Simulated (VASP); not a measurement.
These are r2SCAN meta-GGA, VASP's PBE PAW potentials (set 64) (plane waves; VASP) values and carry that method's errors.

A VASP calculation is set up with these files.

POSCAR:
```
NaF
2.2630810
  0.0000000000   0.9999998495   0.9999998495
  0.9999998495   0.0000000000   0.9999998495
  0.9999998495   0.9999998495   0.0000000000
Na F
1 1
Cartesian
  0.0000000000   0.0000000000   0.0000000000
  0.9999998495   0.9999998495   0.9999998495
```

**KPOINTS**
```
Automatic mesh
0
Gamma
  10 10 10
0 0 0
```

**INCAR**
```
SYSTEM = NaF
PREC = Accurate
ENCUT = 600
EDIFF = 1E-7
NELM = 100
ALGO = Normal
LREAL = .FALSE.
LASPH = .TRUE.
ISMEAR = 0
SIGMA = 0.05
METAGGA = R2SCAN
LMIXTAU = .TRUE.
LWAVE = .FALSE.
LCHARG = .FALSE.
ISIF = 2
```

POTCAR, in this order: Na_pv F (PBE.64 set). Program: vasp_std.

The resulting files:

### OSZICAR
```
       N       E                     dE             d eps       ncg     rms          rms(c)
DAV:   1     0.118872859817E+03    0.11887E+03   -0.90453E+03  1057   0.175E+03
DAV:   2    -0.955417010433E+01   -0.12843E+03   -0.11887E+03  1095   0.402E+02
DAV:   3    -0.160103876882E+02   -0.64562E+01   -0.64335E+01  1178   0.942E+01
DAV:   4    -0.160748390521E+02   -0.64451E-01   -0.64438E-01  1172   0.993E+00
DAV:   5    -0.160755699813E+02   -0.73093E-03   -0.73092E-03  1163   0.109E+00    0.481E+00
DAV:   6    -0.127036244579E+02    0.33719E+01   -0.14436E+00  1383   0.184E+01    0.162E+00
DAV:   7    -0.126784886146E+02    0.25136E-01   -0.10572E+00  1040   0.142E+01    0.175E+00
DAV:   8    -0.127873706034E+02   -0.10888E+00   -0.40962E-01  1034   0.985E+00    0.663E-01
DAV:   9    -0.123614439529E+02    0.42593E+00   -0.16723E-01  1034   0.507E+00    0.893E-01
DAV:  10    -0.126032225600E+02   -0.24178E+00   -0.23417E-01  1034   0.592E+00    0.234E-01
DAV:  11    -0.126025895542E+02    0.63301E-03   -0.52629E-03  1178   0.907E-01    0.282E-01
DAV:  12    -0.125995731291E+02    0.30164E-02   -0.50331E-03  1037   0.124E+00    0.826E-02
DAV:  13    -0.126006594772E+02   -0.10863E-02   -0.23566E-03  1049   0.692E-01    0.547E-02
DAV:  14    -0.126007115926E+02   -0.52115E-04   -0.62831E-04  1058   0.350E-01    0.184E-02
DAV:  15    -0.126007408173E+02   -0.29225E-04   -0.63624E-05  1082   0.111E-01    0.780E-03
DAV:  16    -0.126007440759E+02   -0.32586E-05   -0.18769E-06  1187   0.201E-02    0.540E-03
DAV:  17    -0.126007462743E+02   -0.21983E-05   -0.63030E-07  1079   0.104E-02    0.200E-03
DAV:  18    -0.126007466663E+02   -0.39201E-06   -0.84344E-08  1061   0.468E-03    0.136E-03
DAV:  19    -0.126007478929E+02   -0.12266E-05   -0.11699E-08   673   0.187E-03    0.744E-04
DAV:  20    -0.126007484354E+02   -0.54243E-06   -0.53272E-09   556   0.135E-03    0.354E-04
DAV:  21    -0.126007489698E+02   -0.53447E-06   -0.45415E-09   556   0.935E-04    0.109E-04
DAV:  22    -0.126007491734E+02   -0.20361E-06   -0.49833E-09   544   0.983E-04    0.582E-05
DAV:  23    -0.126007491118E+02    0.61684E-07   -0.10632E-09   541   0.516E-04
   1 F= -.12600749E+02 E0= -.12600749E+02  d E =-.177277E-10
```

**OUTCAR**
```
------------------------ aborting loop because EDIFF is reached ----------------------------------------
  FORCE on cell =-STRESS in cart. coord.  units (eV):
  Direction    XX          YY          ZZ          XY          YZ          ZX
  --------------------------------------------------------------------------------------
  Total        0.2728781      0.2728781      0.2728781      0.0000000     -0.0000000      0.0000000
  in kB       18.8603227     18.8603227     18.8603227      0.0000000     -0.0000000      0.0000000
  external PRESSURE =      18.8603227 kB  Pullay stress =       0.0000000 kB
  volume of cell :       23.18
      direct lattice vectors                 reciprocal lattice vectors
     0.000000000  2.263080659  2.263080659    -0.220937773  0.220937773  0.220937773
     2.263080659  0.000000000  2.263080659     0.220937773 -0.220937773  0.220937773
     2.263080659  2.263080659  0.000000000     0.220937773  0.220937773 -0.220937773
  FREE ENERGIE OF THE ION-ELECTRON SYSTEM (eV)
  ---------------------------------------------------
  free  energy   TOTEN  =       -12.6007491118 eV

  energy  without entropy=      -12.6007491117  energy(sigma->0) =      -12.60074911
```
(Selected blocks of OUTCAR.)

The compound is NaF in the rock salt structure. This cell was strained or had an atom moved on purpose.
